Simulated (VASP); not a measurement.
Input:

```yaml
crystal:
  lattice:
    - [2.24583, 1.29663, 7.92820]
    - [-2.24583, 1.29663, 7.92820]
    - [0.00000, -2.59327, 7.92820]
  atoms:
    - { symbol: Tl, position: [0.00000, 0.00000, 0.00000] }
    - { symbol: Sb, position: [0.50000, 0.50000, 0.50000] }
    - { symbol: Te, position: [0.23922, 0.23922, 0.23922] }
    - { symbol: Te, position: [0.76078, 0.76078, 0.76078] }
```

The numbers are results of PBE GGA, VASP's PBE PAW potentials (set 64) (plane waves; VASP 6.6.1), not measurements. Settings: 400 eV cut-off, Gaussian smearing of 0.050 eV, potentials Tl_d Sb Te.

Unless said otherwise, spin-orbit coupling is left out, though it shifts the bands of the heavy elements here.

### Question
Estimate the band gap (along the path) with the smallest direct gap where there is one.

### Answer

```json
{
 "band gap (along the path)": "0.17 eV",
 "smallest direct gap (along the path)": "0.17 eV"
}
```

Only differences to runs with the same potentials and settings are physical.

The structure comes from a computed database's TlSbTe2 entry (R-3m); how it stands against other phases isn't given here. It was relaxed first.
